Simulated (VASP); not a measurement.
Here is the system:

```cif
data_N4Y4
_chemical_formula_sum 'Y4 N4'
_space_group_name_H-M_alt 'Fm-3m'
_space_group_IT_number 225
_space_group_name_Hall '-F 4 2 3'
_cell_length_a 4.88177
_cell_length_b 4.88177
_cell_length_c 4.88177
_cell_angle_alpha 90.000
_cell_angle_beta 90.000
_cell_angle_gamma 90.000
loop_
_atom_site_label
_atom_site_type_symbol
_atom_site_symmetry_multiplicity
_atom_site_Wyckoff_symbol
_atom_site_fract_x
_atom_site_fract_y
_atom_site_fract_z
_atom_site_occupancy
Y1 Y 4 a 0.00000 0.00000 0.00000 1
N1 N 4 b 0.50000 0.50000 0.50000 1
```
(The calculation used a cell of 2 atoms; values per cell refer to that cell.)

These are rev-vdW-DF2, VASP's PBE PAW potentials (set 64) (plane waves; VASP) values and carry that method's errors. Settings: 520 eV cut-off, 9×9×9 Γ-centred mesh, Gaussian smearing of 0.050 eV, potentials Y_sv N.

Give the energy at these volumes per atom, relative to the lowest: 13.67, 14.10, 14.54, 14.97, 15.41 Å³.

30.6, 7.3, 0.0, 6.3, 24.3 meV/atom. A third-order Birch-Murnaghan fit gives B0 = 167 GPa and B0′ = 4.2.

Measured: a 4.877 Å (computed value off by +0.1 %), as given by G. Soto et al., Computational Materials Science (2007), arXiv:cond-mat/0703568. The calculation is for a static lattice, while the measured a holds thermal and zero-point effects, which are part of the difference.

The compound is YN in the rock salt structure. It was relaxed first.
